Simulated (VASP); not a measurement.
Here is the system:

```xyz
1
Lattice="0.0000 3.0092 3.0092 3.0092 0.0000 3.0092 3.0092 3.0092 0.0000" Properties=species:S:1:pos:R:3 pbc="T T T"
Sr     0.0000     0.0000     0.0000
```

Calculation: PBE GGA, VASP's PBE PAW potentials (set 64) (plane waves; VASP). Settings: 480 eV cut-off, 8×8×8 Γ-centred mesh, Gaussian smearing of 0.050 eV, potentials Sr_sv.

Each relaxation starts from this cell; other phases were not tried.

**Question.** The cell is relaxed at 10 GPa. What happens?

**Answer.** The volume per atom goes from 54.50 to 35.87 Å³ (-34.2 %), and the cell becomes a = 5.235 Å, b = 5.235 Å, c = 5.235 Å, α = 90.00°, β = 90.00°, γ = 90.00°, space group Fm-3m.

**Question.** The cell is relaxed at 30 GPa. What happens?

**Answer.** The volume per atom goes from 54.50 to 24.60 Å³ (-54.9 %), and the cell becomes a = 4.616 Å, b = 4.616 Å, c = 4.616 Å, α = 90.00°, β = 90.00°, γ = 90.00°, space group Fm-3m.

Failed runs are left out, and for metals the shear rows, which the mesh's noise covers.

The compound is Sr in the fcc structure.
